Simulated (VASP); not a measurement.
Crystal: LuAl3N4.

```
Lu Al N
1.0
     6.65000    0.00000    0.00000
    -3.32500    5.75907    0.00000
     0.00000    0.00000    5.50000
Lu Al N
2 6 8
Direct
  0.66667 0.33333 0.50000
  0.33333 0.66667 0.00000
  0.33400 0.16700 0.00000
  0.83300 0.16700 0.00000
  0.83300 0.66600 0.00000
  0.16700 0.33400 0.50000
  0.16700 0.83300 0.50000
  0.66600 0.83300 0.50000
  0.35000 0.17500 0.36500
  0.82500 0.17500 0.36500
  0.82500 0.65000 0.36500
  0.66667 0.33333 0.89500
  0.17500 0.35000 0.86500
  0.17500 0.82500 0.86500
  0.65000 0.82500 0.86500
  0.33333 0.66667 0.39500
```

The cell was built by a generator and needn't be a form met in nature.

```yaml
Program: VASP 6.6.1
Task: relaxation of cell and atoms
Functional: PBE
Potentials_or_basis: VASP PAW PBE potentials, release 64 (Lu, Al, N)
Cutoff: 520 eV
k_mesh: 3 × 3 × 3
Occupations: gaussian, width 0.15 eV
Spin: no spin polarisation
```

At the start: pressure -5.3 GPa; volume 13.16 Å³/atom.

Question: How do energy, volume and symmetry change on relaxing?

Answer: Over 12 steps the energy falls by 340.8 meV/atom and the volume is 12.05 Å³/atom (-8.5 %); space group P6_3mc (No. 186, to 0.05 Å).

Step by step:
| step | energy change (eV) | largest force (eV/Å) | pressure (GPa) | volume (Å³) |
| --- | --- | --- | --- | --- |
| 1 | 0.0000 | 6.1555 | -5.32 | 210.64 |
| 2 | -3.7587 | 4.7778 | -6.13 | 197.54 |
| 3 | -4.2543 | 3.1494 | -5.20 | 201.14 |
| 4 | -5.1244 | 0.5544 | 4.38 | 187.87 |
| 5 | -5.2084 | 0.6576 | 1.73 | 190.83 |
| 6 | -5.3758 | 0.2781 | 5.05 | 193.26 |
| 7 | -5.3547 | 0.6096 | 2.37 | 195.18 |
| 8 | -5.3749 | 0.5121 | -0.82 | 194.59 |
| 9 | -5.3832 | 0.3962 | -0.43 | 193.93 |
| 10 | -5.4356 | 0.1307 | -1.35 | 193.81 |
| 11 | -5.4478 | 0.1337 | -0.41 | 193.72 |
| 12 | -5.4529 | 0.0718 | 0.33 | 192.75 |

Final structure:
```
Lu Al N
1.0
     6.57811    0.00000    0.00000
    -3.28905    5.69681    0.00000
     0.00000    0.00000    5.14355
Lu Al N
2 6 8
Direct
  0.66667 0.33333 0.48465
  0.33333 0.66667 0.98465
  0.31927 0.15964 0.99637
  0.84036 0.15964 0.99637
  0.84036 0.68073 0.99637
  0.15964 0.31927 0.49637
  0.15964 0.84036 0.49637
  0.68073 0.84036 0.49637
  0.30389 0.15194 0.36422
  0.84806 0.15194 0.36422
  0.84806 0.69611 0.36422
  0.66667 0.33333 0.92359
  0.15194 0.30389 0.86422
  0.15194 0.84806 0.86422
  0.69611 0.84806 0.86422
  0.33333 0.66667 0.42359
```
